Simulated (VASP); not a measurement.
Ni, 1 atom in the cell. Symmetry: Im-3m, No. 229, cubic system. Conventional cell: a = 2.721 Å, b = 2.721 Å, c = 2.721 Å, α = 90.00°, β = 90.00°, γ = 90.00°. Around Ni (site symmetry m-3m) lie 8 Ni at 2.36 Å. This isn't the form of Ni at room conditions, which is fcc.

```yaml
Program: VASP 6.6.1
Task: single point
Functional: LDA
Potentials_or_basis: VASP PAW LDA potentials, release 64 (Ni)
Cutoff: 520 eV
k_mesh: 26 × 26 × 26
Occupations: fermi-dirac, width 0.1 eV
Spin: no spin polarisation
Dipole_correction: no
Further_INCAR_settings: ALGO = Fast; EDIFF = 1e-06; NBANDS = 11
```

Potentials or basis: VASP PAW LDA potentials, release 64 (Ni).

Command:

```console
$ cat potpaw_LDA.64/Ni/POTCAR > POTCAR
$ mpirun -np 1 vasp_std > vasp.out
```

Hardware: 1 thread of Intel(R) Xeon(R) 6975P-C (Granite Rapids), with other jobs on the host.

Estimate the wall time of this run.

Run time: 21 s on 1 thread of Intel(R) Xeon(R) 6975P-C (Granite Rapids) (shared host), peak memory 0.15 GiB. Counts: scf iterations 13, k points 511.
